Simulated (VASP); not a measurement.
All values below come from PBE GGA with D3 dispersion (Becke-Johnson damping), VASP's PBE PAW potentials (set 64) (plane waves; VASP 6.6.1).

A VASP calculation is set up with these files.

POSCAR:
```
FeAl
1
    2.9100000000     0.0000000000     0.0000000000
    0.0000000000     2.9100000000     0.0000000000
    0.0000000000     0.0000000000     2.9100000000
Al Fe
1 1
Direct
  0.5000000000   0.5000000000   0.5000000000
  0.0000000000   0.0000000000   0.0000000000
```

**KPOINTS**
```
Automatic
0
G
 11 11 11
0 0 0
```

### INCAR
```
SYSTEM = FeAl
PREC = Accurate
ENCUT = 520
EDIFF = 1E-6
NELM = 100
ALGO = Normal
LREAL = .FALSE.
LASPH = .TRUE.
ISMEAR = 1
SIGMA = 0.1
GGA = PE
IVDW = 12
LMAXMIX = 4
LWAVE = .FALSE.
LCHARG = .FALSE.
IBRION = 2
ISIF = 3
NSW = 60
EDIFFG = -0.01
```

POTCAR, in this order: Al Fe (PBE.64 set). Program: vasp_std.

Energy and stress use the plane-wave basis of the starting cell.

**Question.** Estimate the energy per atom (σ→0), dispersion energy, volume per atom, band gap (on the k-mesh).

**Answer.** 
```
Quantity                                                    Result
------------------------  ----------------------------------------
energy per atom (σ→0)                               -6.716 eV/atom
dispersion energy                                        -0.835 eV
band gap (on the k-mesh)  none (metal, semimetal or under 0.01 eV)
volume per atom                                      11.44 Å³/atom
```

File OSZICAR:
```
...
DAV:   2    -0.137230581805E+02   -0.55704E+00   -0.22384E+01  1253   0.739E+01    0.871E+00
DAV:   3    -0.126053645319E+02    0.11177E+01   -0.74130E+00  1209   0.447E+01    0.105E+00
DAV:   4    -0.126007956942E+02    0.45688E-02   -0.24996E-02  1039   0.166E+00    0.707E-01
DAV:   5    -0.125964813389E+02    0.43144E-02   -0.76248E-03  1354   0.889E-01    0.844E-02
DAV:   6    -0.125965114520E+02   -0.30113E-04   -0.87423E-05  1077   0.104E-01    0.293E-02
DAV:   7    -0.125965132947E+02   -0.18427E-05   -0.25109E-05  1263   0.850E-02    0.356E-03
DAV:   8    -0.125965131998E+02    0.94900E-07   -0.38471E-07   516   0.110E-02
   3 F= -.13431231E+02 E0= -.13431310E+02  d E =-.726523E-01
```

The compound is FeAl in the CsCl type structure. This run relaxes it. Symmetry was kept, so distortions that lower it aren't found. The run is not spin-polarised, so no magnetic state was tried. The electron count is odd and the run is not spin-polarised, which forces a metal.
